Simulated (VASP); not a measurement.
Given:

```xyz
3
Lattice="0.0000 2.6812 2.6812 2.6812 0.0000 2.6812 2.6812 2.6812 0.0000" Properties=species:S:1:pos:R:3 pbc="T T T"
Li     1.3406     1.3406     1.3406
Li     4.0218     4.0218     4.0218
Se     0.0000     0.0000     0.0000
```

Calculation: PBEsol GGA, VASP's PBE PAW potentials (set 64) (plane waves; VASP). Settings: 620 eV cut-off, 7×7×7 Γ-centred mesh, Gaussian smearing of 0.050 eV, potentials Li_sv Se.

Energy and stress use the plane-wave basis of the starting cell.

Question: The ions, cell shape and volume at an external pressure of 30.0 GPa are relaxed. What does this cell relax into?

Answer: 
```xyz
3
Lattice="0.0000 2.6074 2.6074 2.6074 0.0000 2.6074 2.6074 2.6074 0.0000" Properties=species:S:1:pos:R:3 pbc="T T T"
Li     1.3037     1.3037     1.3037
Li     3.9111     3.9111     3.9111
Se     0.0000     0.0000     0.0000
```
Space group Fm-3m (225), at a tolerance of 0.03 Å.

Question: How do energy and volume change from the first to the last step?

Answer: The energy (σ→0) changes by +159.6 meV/atom and the volume by -8.0 %, in 3 ionic steps.

The compound is Li2Se in the antifluorite structure. This run relaxes it under an external pressure of 30 GPa. Symmetry was kept, so distortions that lower it aren't found.
